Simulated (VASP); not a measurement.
**LiC (space group Immm): computed properties**

Level of theory: PBEsol GGA, VASP's PBE PAW potentials (set 64) (plane waves; VASP).

```
Item                                                                                               Value
---------------------------------------------  ---------------------------------------------------------
space group                                                                                    Immm (71)
cell                                           a = 3.576 Å, b = 4.803 Å, c = 5.306 Å, α = β = γ = 90.00°
volume per atom                                                                            11.39 Å³/atom
band gap (over mesh and band path)                                                               3.15 eV
smallest direct gap (over mesh and band path)                                                    3.42 eV
Hill bulk modulus                                                                               43.8 GPa
Hill shear modulus                                                                              300 kbar
Poisson's ratio                                                                                    0.221
band-edge character                                                                     indirect, W to Γ
density                                                                                       1.38 g/cm³
mean ε∞ (DFPT)                                                                                      3.43
mean ε∞ (independent particles)                                                                     3.97
mean static ε                                                                                       6.16
optical Γ-point spectrum                               289, 315, 345, 374, 377, 420, 437, 469, 1884 cm⁻¹
```

```
LiC
1.0
   -1.78802     2.40152     2.65288
    1.78802    -2.40152     2.65288
    1.78802     2.40152    -2.65288
Li C
2 2
Direct
  0.73891   0.23891   0.50000
  0.26109   0.76109   0.50000
  0.86896   0.00000   0.86896
  0.13104   0.00000   0.13104
```

The structure comes from a computed database's LiC entry (Immm); how it stands against other phases isn't given here. It was relaxed first. Symmetry was kept, so distortions that lower it aren't found.
